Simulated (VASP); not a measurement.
Energy against volume of AuAl₂ (fluorite). Calculation: PBE GGA, VASP's PBE PAW potentials (set 64) (plane waves; VASP). Numerical set-up: 520 eV cut-off, 9×9×9 Γ-centred mesh, first-order Methfessel-Paxton smearing of 0.10 eV, potentials Al Au.

```json
[
 {"V (Å³/atom)": "17.954", "E (eV/atom)": "-3.99949"},
 {"V (Å³/atom)": "18.509", "E (eV/atom)": "-4.00532"},
 {"V (Å³/atom)": "19.065", "E (eV/atom)": "-4.00016"},
 {"V (Å³/atom)": "19.620", "E (eV/atom)": "-3.98578"}
]
```

Q: Fit these four points and predict the energy of the run at 17.399 Å³/atom.

A: A cubic in V^(−2/3), the third-order Birch-Murnaghan form, passes through the four points with V0 = 18.51 Å³/atom and B0 = 105 GPa, and gives -3.9806 eV/atom there. The run gave -3.9806 eV/atom, +0.0 meV/atom from the fit; all five points give B0 = 105 GPa.

The compound is AuAl2 in the fluorite structure. It was relaxed first.
